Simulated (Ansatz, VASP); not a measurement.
# Mg3SiO: VASP beside Ansatz, part 2 of 2

One calculation is typed for both programs; each brings its own data sets. How far apart do they land? The cell is generated by rule, not measured, and may not be a known phase. The cell is taken from a series of runs on this material, whose earlier steps may have relaxed, scaled, displaced or heated it; both programs get it as it stands.

VASP 6.6.1 and Ansatz 0.2.0.

So far: Starting point; Ansatz: relaxation of cell and atoms, PBE.

## (3) VASP: relaxation of cell and atoms, PBE

Level of this step: PBE; plane waves and PAW (Mg, Si, O); invented cell (VASP).

The same cell, functional, mesh and smearing now go to VASP, with its own data sets.

Lines of VASP's logs that name or quote its potential files are left out, and so is its time.

INCAR reads:

```
SYSTEM = Mg3SiO
PREC = Accurate
ENCUT = 600
EDIFF = 1E-07
NELM = 120
ISMEAR = 1
SIGMA = 0.2
LREAL = .FALSE.
ALGO = Normal
GGA = PE
NBANDS = 26
LORBIT = 11
LWAVE = .FALSE.
LCHARG = .FALSE.
ISIF = 3
IBRION = 2
NSW = 80
EDIFFG = -0.005
LASPH = .TRUE.
GGA_COMPAT = .FALSE.
NELMIN = 4
KPAR = 2
```

POSCAR reads:

```
Mg3SiO
1.0
    4.2216620000      4.2216620000      0.0000000000
    4.2216620000      0.0000000000      4.2216620000
    4.2216620000      0.0000000000     -4.2216620000
Mg Si O
6 2 2
Direct
    0.4765507044      0.0234492956      0.5000000000
    0.5234492956      0.4765507044      0.0000000000
    0.0000000000      0.5234492956      0.0000000000
    0.0000000000      0.9765507044      0.5000000000
    0.5234492956      0.5000000000      0.5000000000
    0.4765507044      0.0000000000      0.0000000000
    0.0000000000      0.5000000000      0.5000000000
    0.0000000000      0.0000000000      0.0000000000
    0.5000000000      0.2500000000      0.7500000000
    0.5000000000      0.7500000000      0.2500000000
```

KPOINTS reads:

```
Automatic mesh
0
Gamma
8 8 8
0 0 0
```

Potentials, in the order of the species: Mg, Si and O (PBE family, release 64).

On the command line:

```sh
$ mpirun -np 2 vasp_std
```

Numbers of over 12 decimals in the logs are rounded to 6 here.

Log:

```text
[banner, memory and clock lines left out]
running    2 mpi-ranks, on    1 nodes
 distrk:  each k-point on    1 cores,    2 groups
 distr:  one band on    1 cores,    1 groups

 POSCAR found type information on POSCAR MgSiO
 POSCAR found :  3 types and      10 ions
 LDA part: xc-table for (Slater+PW92), standard interpolation
 POSCAR, INCAR and KPOINTS ok, starting setup
 FFT: planning ... GRIDC
 FFT: planning ... GRID_SOFT
 FFT: planning ... GRID
 WAVECAR not read
 entering main loop
       N       E                     dE             d eps       ncg     rms          rms(c)
DAV:   1     0.123256471450E+03    0.12326E+03   -0.13557E+04  3380   0.113E+03
DAV:   2    -0.295433884768E+02   -0.15280E+03   -0.14170E+03  4326   0.193E+02
DAV:   3    -0.443738915722E+02   -0.14831E+02   -0.14688E+02  4322   0.608E+01
DAV:   4    -0.445423902080E+02   -0.16850E+00   -0.16829E+00  3874   0.712E+00
DAV:   5    -0.445437142750E+02   -0.13241E-02   -0.13239E-02  4138   0.672E-01    0.120E+01
DAV:   6    -0.401237974188E+02    0.44199E+01   -0.18522E+01  3836   0.255E+01    0.534E+00
DAV:   7    -0.400243969025E+02    0.99401E-01   -0.15728E+00  3506   0.694E+00    0.277E+00
DAV:   8    -0.399491812581E+02    0.75216E-01   -0.48839E-01  3938   0.414E+00    0.935E-01
DAV:   9    -0.399250431194E+02    0.24138E-01   -0.78918E-02  4202   0.198E+00    0.379E-01
DAV:  10    -0.399248593002E+02    0.18382E-03   -0.21405E-02  3568   0.624E-01    0.177E-01
DAV:  11    -0.399246331777E+02    0.22612E-03   -0.43039E-04  3880   0.126E-01    0.116E-01
DAV:  12    -0.399245473592E+02    0.85819E-04   -0.78082E-04  3622   0.164E-01    0.153E-02
DAV:  13    -0.399245492426E+02   -0.18835E-05   -0.66497E-05  3728   0.451E-02    0.825E-03
DAV:  14    -0.399245495385E+02   -0.29582E-06   -0.31987E-06  3718   0.928E-03    0.415E-03
DAV:  15    -0.399245494610E+02    0.77456E-07   -0.54476E-07  3632   0.397E-03
   1 F= -.39924549E+02 E0= -.39924840E+02  d E =-.399245E+02
[... from here on, the cycles between the ionic steps are left out ...]
   2 F= -.39925691E+02 E0= -.39925945E+02  d E =-.114178E-02
   3 F= -.39925751E+02 E0= -.39925995E+02  d E =-.120128E-02
   4 F= -.39925918E+02 E0= -.39926173E+02  d E =-.167163E-03
   5 F= -.39925936E+02 E0= -.39926195E+02  d E =-.185124E-03
   6 F= -.39925982E+02 E0= -.39926241E+02  d E =-.458684E-04
   7 F= -.39926115E+02 E0= -.39926372E+02  d E =-.179392E-03
   8 F= -.39926359E+02 E0= -.39926612E+02  d E =-.423568E-03
   9 F= -.39926764E+02 E0= -.39927009E+02  d E =-.827884E-03
  10 F= -.39927140E+02 E0= -.39927371E+02  d E =-.120416E-02
  11 F= -.39927188E+02 E0= -.39927421E+02  d E =-.479046E-04
  12 F= -.39927292E+02 E0= -.39927532E+02  d E =-.152365E-03
 curvature:  -4.44 expect dE=-0.386E-03 dE for cont linesearch -0.359E-04
 ZBRENT: increasing intervall
 opt :   1.5046  next Energy=   -39.927327 (dE=-0.187E-03)
 bond charge predicted
       N       E                     dE             d eps       ncg     rms          rms(c)
DAV:   1    -0.399276789309E+02   -0.38652E-03   -0.10877E-02  3384   0.644E-01    0.138E-01
DAV:   2    -0.399273295401E+02    0.34939E-03   -0.16128E-03  3918   0.266E-01    0.212E-02
DAV:   3    -0.399273278027E+02    0.17374E-05   -0.15656E-04  3528   0.707E-02    0.119E-02
DAV:   4    -0.399273272821E+02    0.52059E-06   -0.43980E-05  3984   0.365E-02    0.113E-02
DAV:   5    -0.399273248859E+02    0.23962E-05   -0.79469E-06  4084   0.182E-02    0.410E-03
DAV:   6    -0.399273246542E+02    0.23169E-06   -0.11746E-06  3544   0.639E-03    0.291E-03
DAV:   7    -0.399273243662E+02    0.28798E-06   -0.64074E-07  3236   0.519E-03    0.342E-04
DAV:   8    -0.399273243374E+02    0.28810E-07   -0.77902E-08  2050   0.137E-03
  13 F= -.39927324E+02 E0= -.39927576E+02  d E =-.184311E-03
 curvature:  -4.32 expect dE=-0.158E-03 dE for cont linesearch -0.985E-05
 trial: gam= 0.00000 g(F)=  0.101E-07 g(S)=  0.366E-04 ort =-0.910E-04 (trialstep = 0.421E+00)
 search vector abs. value=  0.367E-04
 reached required accuracy - stopping structural energy minimisation
```

From OUTCAR (step 3):

```text
ion  position               nearest neighbor table
   1  0.477  0.023  0.500-   9 2.12  10 2.12   7 2.85   6 2.99   8 2.99   8 2.99   3 2.99   3 2.99
                             6 2.99   5 2.99   4 2.99   5 2.99   4 2.99   7 3.13
   2  0.523  0.477  0.000-   9 2.12  10 2.12   8 2.85   5 2.99   5 2.99   7 2.99   4 2.99   4 2.99
                             7 2.99   6 2.99   6 2.99   3 2.99   3 2.99   8 3.13
   3  0.000  0.523  0.000-   9 2.12  10 2.12   8 2.85   5 2.99   5 2.99   7 2.99   1 2.99   1 2.99
                             7 2.99   6 2.99   6 2.99   2 2.99   2 2.99   8 3.13
   4  0.000  0.977  0.500-  10 2.12   9 2.12   7 2.85   8 2.99   2 2.99   6 2.99   8 2.99   6 2.99
                             2 2.99   1 2.99   5 2.99   5 2.99   1 2.99   7 3.13
   5  0.523  0.500  0.500-   9 2.12  10 2.12   7 2.85   2 2.99   2 2.99   3 2.99   8 2.99   3 2.99
                             8 2.99   1 2.99   4 2.99   4 2.99   1 2.99   7 3.13
   6  0.477  0.000  0.000-   9 2.12  10 2.12   8 2.85   4 2.99   7 2.99   4 2.99   7 2.99   1 2.99
                             1 2.99   2 2.99   3 2.99   3 2.99   2 2.99   8 3.13
   7  0.000  0.500  0.500-   1 2.85   4 2.85   5 2.85   3 2.99   2 2.99   2 2.99   3 2.99   6 2.99
                             6 2.99   5 3.13   1 3.13   4 3.13
   8  0.000  0.000  0.000-   2 2.85   3 2.85   6 2.85   4 2.99   5 2.99   5 2.99   1 2.99   4 2.99
                             1 2.99   2 3.13   3 3.13   6 3.13
   9  0.500  0.250  0.750-   1 2.12   2 2.12   4 2.12   3 2.12   6 2.12   5 2.12
  10  0.500  0.750  0.250-   1 2.12   2 2.12   3 2.12   4 2.12   6 2.12   5 2.12

  LATTYP: Found a face centered cubic cell.
 ALAT       =     8.4433240000

 Subroutine GETGRP returns: Found 12 space group operations
 (whereof  6 operations were pure point group operations)

The static configuration has the point symmetry D_3 .
 The point group associated with its full space group is D_3d.

 Found     65 irreducible k-points:

   k-points           NKPTS =     65   k-points in BZ     NKDIM =     65   number of bands    NBANDS=     26

   dimension x,y,z NGX =    48 NGY =   48 NGZ =   48
   dimension x,y,z NGXF=    96 NGYF=   96 NGZF=   96

   ENCUT  =  600.0 eV  44.10 Ry    6.64 a.u.  11.92 11.92 11.92*2*pi/ulx,y,z

   NELECT =      32.0000    total number of electrons

 k-points in reciprocal lattice and weights: Automatic mesh
   0.00000000  0.00000000  0.00000000       0.002
   0.12500000  0.00000000  0.00000000       0.012
   0.25000000  0.00000000  0.00000000       0.012
   0.37500000  0.00000000  0.00000000       0.012
   0.50000000  0.00000000  0.00000000       0.006
   0.00000000  0.12500000  0.00000000       0.012
   0.00000000  0.00000000 -0.12500000       0.004
   0.25000000  0.12500000  0.00000000       0.023
   0.12500000  0.12500000  0.25000000       0.012
[...]
0.37500000  0.25000000 -0.25000000       0.023
  -0.25000000  0.25000000  0.25000000       0.012

 average (electrostatic) potential at core
       1 -36.9105       2 -36.9105       3 -36.9105       4 -36.9105       5 -36.9105
       6 -36.9105       7 -83.2212       8 -83.2212       9 -71.4599      10 -71.4599

 E-fermi :   5.3172

 k-point     1 :       0.0000    0.0000    0.0000
  band No.  band energies     occupation
    ...
     12       1.9588      2.00000
     13       2.0104      2.00000
     14       4.8988      2.01176
     15       4.8988      2.01176
     16       4.9510      2.02656
     17       5.9908     -0.00002
     18       5.9908     -0.00002
     19       7.0589     -0.00000
     20       7.0716     -0.00000
     21       7.0716     -0.00000
    ...

 k-point     2 :       0.1250    0.0000    0.0000
  band No.  band energies     occupation
    ...
     12       2.1286      2.00000
     13       2.3780      2.00000
     14       3.8377      2.00000
     15       4.8768      2.00789
     16       4.9064      2.01338
     17       6.1022     -0.00000
     18       6.6244     -0.00000
     19       6.6753     -0.00000
     20       7.1814     -0.00000
     21       7.2666     -0.00000
    ...

 k-point     3 :       0.2500    0.0000    0.0000
  band No.  band energies     occupation
    ...
     12       2.4386      2.00000
     13       2.4870      2.00000
     14       3.3679      2.00000
     15       4.8162      2.00227
     16       4.8327      2.00325
     17       5.8913     -0.00038
     18       6.4173     -0.00000
     19       7.2671     -0.00000
     20       7.5184     -0.00000
     21       7.5878     -0.00000
    ...

  Total       -0.0474133     -0.0474133     -0.0474133     -0.0119162      0.0119162     -0.0119162
  in kB       -0.5054797     -0.5054797     -0.5054797     -0.1270401      0.1270401     -0.1270401
  external PRESSURE =      -0.5054797 kB  Pullay stress =       0.0000000 kB

  energy-cutoff  :      600.00
  volume of cell :      150.28
      direct lattice vectors                 reciprocal lattice vectors
     4.231637777  4.231637777 -0.000000000    -0.000664449  0.236979571  0.000664449
     4.231637777  0.000000000  4.231637777     0.118489786 -0.118489786  0.117825337
     4.208040583  0.023597194 -4.208040583     0.119154234 -0.119154234 -0.119154234

 POSITION                                       TOTAL-FORCE (eV/Angst)
 -----------------------------------------------------------------------------------
      4.21984      1.99898     -1.97538         0.000000      0.000132     -0.000132
      4.23164      2.24445      1.98718        -0.000000     -0.000132      0.000132
      2.24445      0.00000      2.24445        -0.000132      0.000000     -0.000132
      6.20702      0.01180      1.99898         0.000132      0.000000      0.000132
      6.46429      2.25625      0.01180        -0.000132     -0.000132     -0.000000
      1.98718      1.98718     -0.00000         0.000132      0.000132     -0.000000
      4.21984      0.01180      0.01180         0.000000      0.000000     -0.000000
      0.00000      0.00000      0.00000         0.000000      0.000000     -0.000000
      6.32976      2.13352     -2.09812         0.000000      0.000000     -0.000000
      6.34156      2.12172      2.12172         0.000000      0.000000     -0.000000
 -----------------------------------------------------------------------------------
    total drift:                               -0.000000      0.000000      0.000000

  FREE ENERGIE OF THE ION-ELECTRON SYSTEM (eV)
  ---------------------------------------------------
  free  energy   TOTEN  =       -39.9273243374 eV

  energy  without entropy=      -39.9280790459  energy(sigma->0) =      -39.92757591

 reached required accuracy - stopping structural energy minimisation

 total charge
# of ion       s       p       d       tot
------------------------------------------
    1        0.156   0.148   0.046   0.350
    2        0.156   0.148   0.046   0.350
    3        0.156   0.148   0.046   0.350
    4        0.156   0.148   0.046   0.350
    5        0.156   0.148   0.046   0.350
    6        0.156   0.148   0.046   0.350
    7        0.756   0.916   0.000   1.672
    8        0.756   0.916   0.000   1.672
    9        1.557   3.507   0.000   5.064
   10        1.557   3.507   0.000   5.064
--------------------------------------------------
tot          5.564   9.732   0.273  15.569

[... 3 further parts left out ...]
```

CONTCAR:

```
Mg3SiO
   1.00000000000000
     4.2316377771067186    4.2316377771067186   -0.0000000000000001
     4.2316377771067186    0.0000000000000001    4.2316377771067186
     4.2080405827233678    0.0235971943833509   -4.2080405827233678
  Mg              Si              O
     6     2     2
Direct
     0.4696015265948444    0.0303984734051556    0.5000000000000000
     0.5303984734051556    0.4696015265948444    0.0000000000000000
     0.0000000000000000    0.5303984734051557    0.0000000000000000
     0.0000000000000000    0.9696015265948444    0.5000000000000000
     0.5303984734051556    0.5000000000000000    0.5000000000000000
     0.4696015265948444    0.0000000000000000    0.0000000000000000
     0.0000000000000000    0.5000000000000000    0.5000000000000000
     0.0000000000000000    0.0000000000000000    0.0000000000000000
     0.5000000000000000    0.2500000000000000    0.7500000000000000
     0.5000000000000000    0.7500000000000000    0.2500000000000000
```

The run keeps the 12 symmetry operations of its start, so it cannot find a distortion of lower symmetry.

## (4) Side by side

Known differences besides the potentials themselves: the data sets hold 80 valence electrons in Ansatz (on its NC files) and 32 in VASP; the cutoff is 1240 eV in Ansatz and 600 eV in VASP; Ansatz adds a Pulay correction to the stress that steers its cell, VASP none. Total energies have different zeros and are not compared.

Compared:

```csv
quantity,Ansatz,VASP,difference
volume (Å³),151.03,150.28,+0.50 %
"edge a after relaxation, in the typed setting (Å)",5.996,5.984,+0.20 %
"edge c after relaxation, in the typed setting (Å)",5.959,5.951,+0.13 %
```

## (5) Summary of results

```json
{
 "difference in volume (relaxation of cell and atoms, PBE)": "0.50 %"
}
```

In words: The difference in volume is 0.50 % (relaxation of cell and atoms, PBE), within the 1.2 % picked in this series as the mark of a large difference, as far as the stopping tolerances let one tell. The data sets hold unlike numbers of valence electrons (80 in Ansatz and 32 in VASP), so part of the differences may come from the potentials. Such differences can come from data sets, numerical settings and the points named under the comparisons, not from the functional's error against experiment.

[Lines on the potential files, build, host, timing and source positions are cut from VASP's logs without a mark.]

[Logs are printed without paths, hosts, clocks, repeated set-up lines and the standing remarks that a program may print on its own settings, such as how far it seeks lower states.]

[Hosts, paths, dates, database ids (printed as entryN), source tags and the programs' standing remarks are cut or masked in the printed files.]
